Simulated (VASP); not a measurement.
Output of a VASP run:

**OSZICAR**
```
...
  55 F= -.45251419E+03 E0= -.45245293E+03  d E =-.100510E-02
       N       E                     dE             d eps       ncg     rms          rms(c)
DAV:   1    -0.452512227032E+03    0.19668E-02   -0.79668E-01   464   0.204E+00    0.238E-01
RMM:   2    -0.452529962247E+03   -0.17735E-01   -0.19865E-02   456   0.356E-01    0.248E+00
RMM:   3    -0.452507714460E+03    0.22248E-01   -0.59479E-03   473   0.231E-01    0.347E-01
RMM:   4    -0.452514227223E+03   -0.65128E-02   -0.23089E-03   512   0.133E-01    0.352E-01
RMM:   5    -0.452514135741E+03    0.91482E-04   -0.76133E-04   581   0.708E-02    0.208E-01
RMM:   6    -0.452514089208E+03    0.46532E-04   -0.31584E-04   579   0.395E-02    0.133E-01
RMM:   7    -0.452514327938E+03   -0.23873E-03   -0.32875E-04   546   0.342E-02    0.257E-01
RMM:   8    -0.452513916029E+03    0.41191E-03   -0.25468E-04   519   0.349E-02    0.798E-02
RMM:   9    -0.452514119015E+03   -0.20299E-03   -0.13787E-04   496   0.271E-02    0.841E-02
RMM:  10    -0.452514107947E+03    0.11067E-04   -0.65915E-05   413   0.168E-02    0.691E-02
RMM:  11    -0.452514095995E+03    0.11952E-04   -0.33566E-05   330   0.126E-02    0.248E-02
RMM:  12    -0.452514101565E+03   -0.55703E-05   -0.24507E-05   286   0.893E-03
  56 F= -.45251410E+03 E0= -.45245285E+03  d E =-.915065E-03
       N       E                     dE             d eps       ncg     rms          rms(c)
DAV:   1    -0.452513278610E+03    0.81738E-03   -0.41380E-01   464   0.147E+00    0.168E-01
RMM:   2    -0.452522296169E+03   -0.90176E-02   -0.10169E-02   456   0.255E-01    0.176E+00
RMM:   3    -0.452510489608E+03    0.11807E-01   -0.28031E-03   466   0.164E-01    0.242E-01
RMM:   4    -0.452514259735E+03   -0.37701E-02   -0.94515E-04   490   0.913E-02    0.230E-01
RMM:   5    -0.452514263952E+03   -0.42172E-05   -0.34615E-04   521   0.489E-02    0.168E-01
RMM:   6    -0.452514210658E+03    0.53294E-04   -0.14091E-04   482   0.283E-02    0.100E-01
RMM:   7    -0.452514321942E+03   -0.11128E-03   -0.14249E-04   472   0.242E-02    0.172E-01
RMM:   8    -0.452514190522E+03    0.13142E-03   -0.12484E-04   455   0.252E-02    0.986E-02
RMM:   9    -0.452514211873E+03   -0.21350E-04   -0.56963E-05   372   0.177E-02    0.725E-02
RMM:  10    -0.452514212147E+03   -0.27438E-06   -0.35647E-05   311   0.144E-02
  57 F= -.45251421E+03 E0= -.45245288E+03  d E =-.102565E-02
       N       E                     dE             d eps       ncg     rms          rms(c)
DAV:   1    -0.452512920798E+03    0.12911E-02   -0.88954E-01   456   0.215E+00    0.263E-01
RMM:   2    -0.452537586771E+03   -0.24666E-01   -0.23078E-02   457   0.381E-01    0.288E+00
RMM:   3    -0.452506209810E+03    0.31377E-01   -0.74597E-03   468   0.263E-01    0.446E-01
RMM:   4    -0.452514792846E+03   -0.85830E-02   -0.29829E-03   490   0.151E-01    0.309E-01
RMM:   5    -0.452515124558E+03   -0.33171E-03   -0.89651E-04   548   0.796E-02    0.260E-01
RMM:   6    -0.452514914191E+03    0.21037E-03   -0.30390E-04   555   0.422E-02    0.135E-01
RMM:   7    -0.452515224779E+03   -0.31059E-03   -0.30658E-04   530   0.330E-02    0.290E-01
RMM:   8    -0.452514855071E+03    0.36971E-03   -0.26928E-04   511   0.356E-02    0.101E-01
RMM:   9    -0.452514936095E+03   -0.81025E-04   -0.13070E-04   468   0.239E-02    0.101E-01
RMM:  10    -0.452514911350E+03    0.24746E-04   -0.79907E-05   412   0.196E-02    0.707E-02
RMM:  11    -0.452514905266E+03    0.60833E-05   -0.36704E-05   326   0.138E-02
  58 F= -.45251491E+03 E0= -.45245363E+03  d E =-.693119E-03
```

**OUTCAR**
```
------------------------ aborting loop because EDIFF is reached ----------------------------------------
  FORCE on cell =-STRESS in cart. coord.  units (eV):
  Direction    XX          YY          ZZ          XY          YZ          ZX
  --------------------------------------------------------------------------------------
  Total      -11.9969940    -12.3959181     17.9807302      0.1094131      1.3925711      2.2285471
  in kB      -26.0678212    -26.9346286     39.0696588      0.2377395      3.0258659      4.8423270
  external PRESSURE =      -4.6442637 kB  Pullay stress =       0.0000000 kB
  volume of cell :      737.36
      direct lattice vectors                 reciprocal lattice vectors
     7.892156286  0.000000000  0.000000000     0.126708084  0.000000000  0.000000000
     0.000000000  7.892156286  0.000000000     0.000000000  0.126708084  0.000000000
     0.000000000  0.000000000 11.838234429     0.000000000  0.000000000  0.084472056
 POSITION                                       TOTAL-FORCE (eV/Angst)
 -----------------------------------------------------------------------------------
      7.83493      7.84223      0.10246         0.010135      0.007417      0.010765
      0.14505      0.13224      4.09636        -0.007777      0.003288      0.000383
      0.07930      0.07067      7.85699        -0.001718      0.015651     -0.004687
      7.83280      3.91679      0.07160         0.009480     -0.001568      0.009705
      0.14051      3.89609      4.11376        -0.007783      0.007159      0.009656
      0.10040      3.79157      7.84821         0.002068     -0.002451      0.013293
      3.92081      7.82157      0.06711         0.010606      0.002423      0.003247
      3.88694      0.14071      4.12992         0.012039      0.003752      0.001686
      3.80493      0.08588      7.86542        -0.008610      0.007849      0.011087
      3.90666      3.91346      0.03963         0.004808      0.010981      0.009603
      3.89867      3.90589      4.16333         0.004501      0.005379      0.025394
      3.82206      3.82704      7.87615        -0.004019     -0.010739      0.021033
      2.03396      2.02833      2.04904        -0.008903     -0.004643     -0.005414
      1.92035      1.91056      9.94247         0.015492      0.002904     -0.019714
      2.03500      5.95529      2.09419         0.010480      0.000115     -0.005873
      1.97410      5.93311      6.05569        -0.015449      0.003061     -0.011478
      1.88315      5.86865      9.95374        -0.006665     -0.004581      0.003365
      5.94687      2.03513      2.09984        -0.006426      0.004205     -0.012020
      5.93182      1.96463      6.05408         0.000219      0.000626      0.010847
      5.86939      1.88564      9.95171        -0.001428     -0.015008     -0.006014
      5.95718      5.95321      2.12768        -0.000966      0.013769     -0.007180
      5.93332      5.92996      6.05360        -0.009528      0.008434      0.005830
      5.85136      5.84724      9.93699         0.002064     -0.009217      0.000982
      1.82504      7.83258      1.91678        -0.002050     -0.010185      0.000582
      7.81977      1.84060      1.95871         0.015397     -0.001111      0.004001
      1.93731      1.99087     11.81680        -0.011276     -0.010802      0.009159
      1.98778      7.81155      5.86066         0.001698     -0.016131     -0.000273
      7.79610      2.00295      5.81821         0.007197      0.003378      0.006528
      2.02794      1.99670      3.85240         0.010662     -0.000901     -0.016757
      2.16328      0.03349      9.90237        -0.012262     -0.008437     -0.009468
      0.03878      2.14210      9.87676         0.002416     -0.005774     -0.007713
      1.91793      1.94257      8.03277         0.007863     -0.001290     -0.006851
      1.82172      3.90779      1.85968        -0.008418      0.001609     -0.000948
      7.83198      5.81180      1.87292         0.010790     -0.001761      0.000336
      1.95109      5.92687     11.79483        -0.003313     -0.001317      0.015477
      1.98454      4.04775      6.00229         0.008992     -0.002159      0.002507
      7.88940      5.93852      5.75229         0.010502     -0.004202     -0.006547
      2.00305      5.82937      3.90578         0.004405      0.008622     -0.002888
      2.14184      4.01054      9.82786        -0.013267     -0.009526     -0.005640
      0.03719      6.05031      9.75667         0.014942      0.009061      0.004762
      1.95600      6.02052      7.90137        -0.007277     -0.007284     -0.005561
      5.80928      7.83586      1.88139        -0.011467     -0.008163      0.001244
      3.89990      1.82496      1.80607         0.009964     -0.001603     -0.016563
      5.95627      1.96430     11.79160         0.016595      0.000764      0.004047
      5.93759      0.00057      5.72436        -0.002224     -0.008129     -0.016897
      4.03747      1.98126      6.03687        -0.012327     -0.002335      0.001306
      5.75467      2.02926      3.90639        -0.000687      0.009726      0.001645
      6.04982      0.03662      9.78497        -0.006703     -0.001901     -0.000249
      4.01090      2.13492      9.82773         0.007893     -0.008489      0.014249
      6.03393      1.92501      7.90090        -0.003576     -0.013019     -0.022415
      5.80078      3.89428      1.80863        -0.010892      0.019206     -0.016512
      3.89230      5.81160      1.81235         0.000915     -0.002474     -0.006173
      5.91789      5.91066     11.75746        -0.006483      0.010091      0.004664
      5.92660      3.97017      5.86100        -0.001238      0.005041      0.002538
      3.96897      5.94543      5.83259        -0.021328     -0.000684      0.002133
      5.85526      5.82946      3.90614        -0.003064     -0.001568      0.003509
...
```
(Selected blocks of OUTCAR.)

POSCAR:
```
Sr12Ti11O36
1
    7.8921562860     0.0000000000     0.0000000000
    0.0000000000     7.8921562860     0.0000000000
    0.0000000000     0.0000000000    11.8382344290
Sr Ti O
12 11 36
Direct
  0.9993512040   0.9992049777   0.9998440414
  0.0173241945   0.0175305318   0.3470511179
  0.0166942579   0.0170418338   0.6527834964
  0.9992877839   0.5007476279   0.0000373503
  0.0173278715   0.4835497082   0.3466863339
  0.0168156366   0.4822578001   0.6528946128
  0.5008536803   0.9992638703   0.9998876588
  0.4826033434   0.0178262644   0.3469361320
  0.4825630017   0.0163232961   0.6532500853
  0.5007558288   0.5008405351   0.0000719469
  0.4827666309   0.4827805013   0.3467296323
  0.4824566048   0.4824292402   0.6531972687
  0.2527379708   0.2560607588   0.1659990416
  0.2486077776   0.2435241197   0.8338296029
  0.2528298780   0.7583639300   0.1704073065
  0.2511437345   0.7485072181   0.5004538185
  0.2486685997   0.7413325314   0.8311691836
  0.7527514962   0.2565040610   0.1709459247
  0.7502200363   0.2489730685   0.5003738000
  0.7484730271   0.2432019508   0.8296020391
  0.7528219698   0.7571860964   0.1747874269
  0.7517492627   0.7488800560   0.5006206749
  0.7487669220   0.7424915564   0.8264430709
  0.2484252916   0.9928339249   0.1563489173
  0.9947513891   0.2462230557   0.1585330518
  0.2497787203   0.2505150335   0.9992656067
  0.2483586660   0.9926991075   0.5006922934
  0.9852978652   0.2510839855   0.4989315826
  0.2510335057   0.2475152766   0.3202387546
  0.2510281813   0.9967413224   0.8413045773
  0.9963747431   0.2541277190   0.8433869460
  0.2488333615   0.2524173408   0.6800074343
  0.2482789089   0.5036561956   0.1581187349
  0.9985563417   0.7444754688   0.1615383556
  0.2498073060   0.7501709980   0.9992339922
  0.2499843426   0.5094935566   0.4992541903
  0.9984071512   0.7487597633   0.4999923627
  0.2493848633   0.7511560700   0.3315923904
  0.2509244900   0.5072997285   0.8425717640
  0.0006093764   0.7557659008   0.8370037460
  0.2503240267   0.7488362355   0.6684772941
  0.7478763684   0.9955289470   0.1616684924
  0.5030022269   0.2462870848   0.1563016483
  0.7494344783   0.2500235306   0.9993631283
  0.7509966795   0.9974285988   0.4996988489
  0.5132086450   0.2494245872   0.5007701808
  0.7472260807   0.2499867290   0.3313409899
  0.7504892344   0.0022162586   0.8378721198
  0.5047110859   0.2541783875   0.8410272194
  0.7524255279   0.2505700633   0.6689181157
  0.7479831559   0.4985612688   0.1615128696
  0.4987883190   0.7443715773   0.1613633659
  0.7498888960   0.7501298761   0.9992285687
  0.7467175113   0.5035536124   0.4998681681
  0.5006502702   0.7529843099   0.4998646985
  0.7492050653   0.7497697262   0.3326207724
  0.7506131933   0.5041143192   0.8377641828
  0.5001644721   0.7556884876   0.8373176333
  0.7487215463   0.7504124187   0.6668494363
```

Task: Write an INCAR and KPOINTS that could have produced this output.

Result: This is not unique; one that fits is the input of the run itself, PBE GGA, plane waves, VASP's PBE PAW potentials (set 64).

INCAR:
```
SYSTEM = Sr12Ti11O36
PREC = Normal; ENCUT = 400; LREAL = Auto
LASPH = .True.; ISYM = 0
EDIFF = 1E-5; NELM = 100; NELMIN = 4
ALGO = Fast; LMAXMIX = 4
ISMEAR = 0; SIGMA = 0.05
GGA = PE
IBRION = 2; NSW = 120; ISIF = 2
EDIFFG = -0.03
LWAVE = .False.; LCHARG = .False.
```

KPOINTS:
```
kpoints
0
G
 1 1 1
```

POTCAR, in this order: Sr_sv Ti O (PBE.64 set). Program: vasp_gam.

At this cut-off the stress carries a Pulay error, which pulls relaxed volumes low. The supercell is sampled at Γ alone, which is coarse: total energies, pressure and levels can be off, energies of defects by several tenths of an eV.

The cell is a supercell with a defect, built from SrTiO3 (cubic perovskite, the ideal cubic form; the compound distorts at low or room temperature): vac_Ti. The run is not spin-polarised, so no state with unpaired spins was tried.
